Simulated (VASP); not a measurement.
The input files of a VASP run:

INCAR:
```
SIGMA = 0.1
LMAXMIX = 4
ENCUT = 400   # plane-wave cut-off (eV)
SYSTEM = Cu3Sn
ISIF = 3   # ions, shape and volume
LASPH = .TRUE.   # aspherical one-centre terms
EDIFFG = -0.02   # ionic stop
LWAVE = .FALSE.
EDIFF = 1E-6   # SCF stop (eV)
LREAL = .FALSE.   # projection in real space or not
GGA = PS
NELM = 100   # most electronic steps
IBRION = 2   # conjugate gradients
PREC = Accurate
NSW = 60
LCHARG = .FALSE.
ISMEAR = 1   # Methfessel-Paxton
ALGO = Normal   # blocked Davidson
```

### POSCAR
```
Cu3Sn
1.0
  4.2465793815   0.0000000000   0.0000000000
  0.0000000000   5.5726808584   0.0000000000
  0.0000000000   0.0000000000   4.6631678565
Cu Sn
6 2
direct
  0.5000000000   1.0000000000   0.3038603105
  0.0000000000   0.5000000000   0.6961396895
  0.0000000000   0.2478524173   0.1589669183
  0.0000000000   0.7521475827   0.1589669183
  0.5000000000   0.7478524173   0.8410330817
  0.5000000000   0.2521475827   0.8410330817
  0.0000000000   1.0000000000   0.6620554741
  0.5000000000   0.5000000000   0.3379445259
```

**KPOINTS**
```
Automatic mesh
0
Gamma
7 5 6
0 0 0
```

POTCAR, in this order: Cu Sn_d (PBE.64 set). Program: vasp_std.

Task: Write an equivalent input for Quantum ESPRESSO's pw.x.

Result: One equivalent input (not run):
```
&CONTROL
  calculation = 'vc-relax'
  pseudo_dir = './pseudo'
  outdir = './out'
  tprnfor = .true.
  tstress = .true.
  nstep = 60
  forc_conv_thr = 0.00078
/
&SYSTEM
  ibrav = 0
  nat = 8
  ntyp = 2
  ecutwfc = 92
  occupations = 'smearing'
  smearing = 'methfessel-paxton'
  degauss = 0.00735
  input_dft = 'pbesol'
/
&ELECTRONS
  conv_thr = 7.3e-08
  electron_maxstep = 100
/
&IONS
/
&CELL
/
ATOMIC_SPECIES
  Cu 63.546 Cu.upf
  Sn 118.710 Sn.upf
CELL_PARAMETERS angstrom
     4.2465794    0.0000000    0.0000000
     0.0000000    5.5726809    0.0000000
     0.0000000    0.0000000    4.6631679
ATOMIC_POSITIONS crystal
  Cu   0.5000000  1.0000000  0.3038603
  Cu   0.0000000  0.5000000  0.6961397
  Cu   0.0000000  0.2478524  0.1589669
  Cu   0.0000000  0.7521476  0.1589669
  Cu   0.5000000  0.7478524  0.8410331
  Cu   0.5000000  0.2521476  0.8410331
  Sn   0.0000000  1.0000000  0.6620555
  Sn   0.5000000  0.5000000  0.3379445
K_POINTS automatic
  7 5 6 0 0 0
```
What does not carry over: the potentials are each code's own (VASP's PAW set, PseudoDojo norm-conserving files in pw.x), so ENCUT and ecutwfc are chosen apart and not converted; conv_thr bounds pw.x's estimated SCF error, while EDIFF bounds the energy change between steps; forc_conv_thr acts on force components and is met together with etot_conv_thr.

The structure comes from a measured Cu3Sn entry (Pmmn) of the Crystallography Open Database, whose conditions weren't checked. This run relaxes it. Symmetry was kept, so distortions that lower it aren't found. The start is the result of an earlier pass.
